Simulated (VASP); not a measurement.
# PdPt under changes of volume

One of the cells (15.419 Å³/atom); the others are scaled copies at fixed shape and fractional positions:

```
Pt Pd
1.0
     1.39256    0.80400    4.59057
    -1.39256    0.80400    4.59057
     0.00000   -1.60799    4.59057
Pt Pd
1 1
Cartesian
  0.0000 0.0000 6.8859
  0.0000 0.0000 0.0000
```

The cell comes from a database or a generator and needn't be the stable form of this composition.

* Program: VASP 6.6.1
* Functional: PBEsol
* Potentials or basis: VASP PAW PBE potentials, release 64 (Pt, Pd)
* Cutoff: 520 eV
* k mesh: 11 × 11 × 11
* Occupations: fermi-dirac, width 0.05 eV
* Spin: no spin polarisation

```tsv
volume (Å³/atom)	energy over the lowest point (meV/atom)	pressure (GPa)
14.210	14.35	9.7
14.512	1.87	3.7
14.814	0.00	-1.6
15.419	22.98	-10.2
15.721	45.59	-13.6
16.024	?	?
```

What does the run at 16.024 Å³/atom give?

Energy over the lowest point 74.30 meV/atom; pressure -16.7 GPa.

Worked out: A Birch-Murnaghan fit of order 3 (a polynomial in V^(-2/3)) to the other rows has its minimum at 14.72 Å³/atom with B0 = V·E''(V) = 250 GPa and B' = 5.5 at fixed shape and positions, which overstates the stiffness. It gives 74.47 meV/atom at 16.024 Å³/atom, against the run's 74.30, and -dE/dV = -16.8 GPa, against -16.7.

Energies are extrapolated to zero smearing.

Caveats: the PAW data sets were made with another functional, which shifts forces and pressure a little.
